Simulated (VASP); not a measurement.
All values below come from LDA (Ceperley-Alder, Perdew-Zunger), VASP's LDA PAW potentials (set 64) (plane waves; VASP).

VASP input:

**KPOINTS**
```
Automatic mesh
0
Gamma
4 4 6
0 0 0
```

**INCAR**
```
SYSTEM = PbO2
PREC = Accurate
ENCUT = 520
EDIFF = 1E-6
NELM = 100
ALGO = Normal
LREAL = .FALSE.
LASPH = .TRUE.
ISMEAR = 0
SIGMA = 0.05
LMAXMIX = 4
LWAVE = .FALSE.
LCHARG = .FALSE.
IBRION = 2
ISIF = 3
NSW = 60
EDIFFG = -0.02
```

**POSCAR**
```
PbO2
1
    4.9480655379     0.0000000000     0.0000000000
    0.0000000000     4.9480655379     0.0000000000
    0.0000000000     0.0000000000     3.3844576900
Pb O
2 4
Direct
  0.0000000000   0.0000000000   0.0000000000
  0.5000000000   0.5000000000   0.5000000000
  0.3071888740   0.3071888740   0.0000000000
  0.8071888740   0.1928111260   0.5000000000
  0.1928111260   0.8071888740   0.5000000000
  0.6928111260   0.6928111260   0.0000000000
```

POTCAR, in this order: Pb_d O (LDA.64 set). Program: vasp_std.

What VASP printed:

**OSZICAR**
```
       N       E                     dE             d eps       ncg     rms          rms(c)
DAV:   1     0.683788035239E+03    0.68379E+03   -0.26627E+04  1495   0.204E+03
DAV:   2     0.484831086965E+02   -0.63530E+03   -0.61359E+03  1656   0.553E+02
DAV:   3    -0.385802514144E+02   -0.87063E+02   -0.85580E+02  1900   0.228E+02
DAV:   4    -0.421501245262E+02   -0.35699E+01   -0.35547E+01  1789   0.497E+01
DAV:   5    -0.423110681434E+02   -0.16094E+00   -0.16091E+00  2005   0.980E+00    0.136E+01
DAV:   6    -0.367883596747E+02    0.55227E+01   -0.24901E+01  2293   0.577E+01    0.442E+00
DAV:   7    -0.367453456569E+02    0.43014E-01   -0.17299E+00  1607   0.105E+01    0.265E+00
DAV:   8    -0.366882683186E+02    0.57077E-01   -0.53545E-01  2336   0.707E+00    0.121E+00
DAV:   9    -0.366579574877E+02    0.30311E-01   -0.12318E-01  2360   0.446E+00    0.133E-01
DAV:  10    -0.366588905640E+02   -0.93308E-03   -0.10034E-02  1651   0.589E-01    0.616E-02
DAV:  11    -0.366588952013E+02   -0.46373E-05   -0.22479E-04  2190   0.129E-01    0.332E-02
DAV:  12    -0.366588869819E+02    0.82194E-05   -0.12054E-05  2095   0.493E-02    0.191E-02
DAV:  13    -0.366588831011E+02    0.38809E-05   -0.28545E-05  2138   0.640E-02    0.289E-03
DAV:  14    -0.366588832037E+02   -0.10269E-06   -0.29160E-06  1391   0.189E-02
   1 F= -.36658883E+02 E0= -.36658872E+02  d E =-.366589E+02
       N       E                     dE             d eps       ncg     rms          rms(c)
DAV:   1    -0.366613966631E+02   -0.25136E-02   -0.11621E-01  1871   0.380E+00    0.278E-01
DAV:   2    -0.366598234733E+02    0.15732E-02   -0.51504E-03  2099   0.860E-01    0.135E-01
DAV:   3    -0.366592651954E+02    0.55828E-03   -0.11564E-03  2026   0.574E-01    0.323E-02
DAV:   4    -0.366592525440E+02    0.12651E-04   -0.19432E-04  2248   0.115E-01    0.929E-03
DAV:   5    -0.366592517474E+02    0.79660E-06   -0.13202E-05  2014   0.621E-02    0.448E-03
DAV:   6    -0.366592512712E+02    0.47622E-06   -0.14386E-06  1050   0.158E-02
   2 F= -.36659251E+02 E0= -.36659240E+02  d E =-.368067E-03
       N       E                     dE             d eps       ncg     rms          rms(c)
DAV:   1    -0.366592624495E+02   -0.10702E-04   -0.48957E-04  1863   0.241E-01    0.187E-02
DAV:   2    -0.366592552800E+02    0.71695E-05   -0.22667E-05  2089   0.537E-02    0.863E-03
DAV:   3    -0.366592529839E+02    0.22961E-05   -0.40083E-06  1527   0.360E-02    0.239E-03
DAV:   4    -0.366592529035E+02    0.80487E-07   -0.11111E-06   902   0.954E-03
   3 F= -.36659253E+02 E0= -.36659242E+02  d E =-.369700E-03
       N       E                     dE             d eps       ncg     rms          rms(c)
DAV:   1    -0.366617199682E+02   -0.24670E-02   -0.10543E-01  1936   0.368E+00    0.279E-01
DAV:   2    -0.366599950619E+02    0.17249E-02   -0.51789E-03  2197   0.841E-01    0.121E-01
DAV:   3    -0.366595236192E+02    0.47144E-03   -0.88139E-04  2001   0.585E-01    0.381E-02
DAV:   4    -0.366594931689E+02    0.30450E-04   -0.19490E-04  2323   0.156E-01    0.986E-03
DAV:   5    -0.366594923972E+02    0.77175E-06   -0.22431E-05  2180   0.755E-02    0.294E-03
DAV:   6    -0.366594920597E+02    0.33750E-06   -0.16017E-06  1014   0.340E-02
   4 F= -.36659492E+02 E0= -.36659481E+02  d E =-.239156E-03
```

OUTCAR:
```
------------------------ aborting loop because EDIFF is reached ----------------------------------------
  FORCE on cell =-STRESS in cart. coord.  units (eV):
  Direction    XX          YY          ZZ          XY          YZ          ZX
  --------------------------------------------------------------------------------------
  Total       -0.0298604     -0.0298604     -0.0105976     -0.0000000      0.0000000      0.0000000
  in kB       -0.5773046     -0.5773046     -0.2048891     -0.0000000      0.0000000      0.0000000
  external PRESSURE =      -0.4531661 kB  Pullay stress =       0.0000000 kB
  volume of cell :       82.87
      direct lattice vectors                 reciprocal lattice vectors
     4.939720430 -0.000000000  0.000000000     0.202440607 -0.000000000  0.000000000
     0.000000000  4.939720430  0.000000000     0.000000000  0.202440607  0.000000000
     0.000000000  0.000000000  3.396223662     0.000000000  0.000000000  0.294444683
 POSITION                                       TOTAL-FORCE (eV/Angst)
 -----------------------------------------------------------------------------------
      4.93972      4.93972      0.00000        -0.000000     -0.000000     -0.000000
      2.46986      2.46986      1.69811        -0.000000     -0.000000     -0.000000
      1.51800      1.51800      3.39622         0.001771      0.001771      0.000000
      3.98786      0.95186      1.69811         0.001771     -0.001771     -0.000000
      0.95186      3.98786      1.69811        -0.001771      0.001771     -0.000000
      3.42172      3.42172      0.00000        -0.001771     -0.001771     -0.000000
 -----------------------------------------------------------------------------------
    total drift:                                0.000000     -0.000000     -0.000000
  FREE ENERGIE OF THE ION-ELECTRON SYSTEM (eV)
  ---------------------------------------------------
  free  energy   TOTEN  =       -36.6594920597 eV

  energy  without entropy=      -36.6594698337  energy(sigma->0) =      -36.65948095

 reached required accuracy - stopping structural energy minimisation
```
(Selected blocks of OUTCAR.)

### CONTCAR
```
PbO2
   1.00000000000000
     4.9397204301996824   -0.0000000000000000    0.0000000000000000
     0.0000000000000000    4.9397204301996824    0.0000000000000000
     0.0000000000000000    0.0000000000000000    3.3962236624442492
  Pb              O
     2     4
Direct
     1.0000000000000000    1.0000000000000000    0.0000000000000000
     0.5000000000000000    0.5000000000000000    0.5000000000000000
     0.3073039204716899    0.3073039204716899    1.0000000000000000
     0.8073039204716900    0.1926960795283101    0.5000000000000000
     0.1926960795283101    0.8073039204716900    0.5000000000000000
     0.6926960795283100    0.6926960795283100    0.0000000000000000
```

The compound is PbO2 in the rutile structure. This run relaxes it. Symmetry was kept, so distortions that lower it aren't found. The start is the result of an earlier pass.
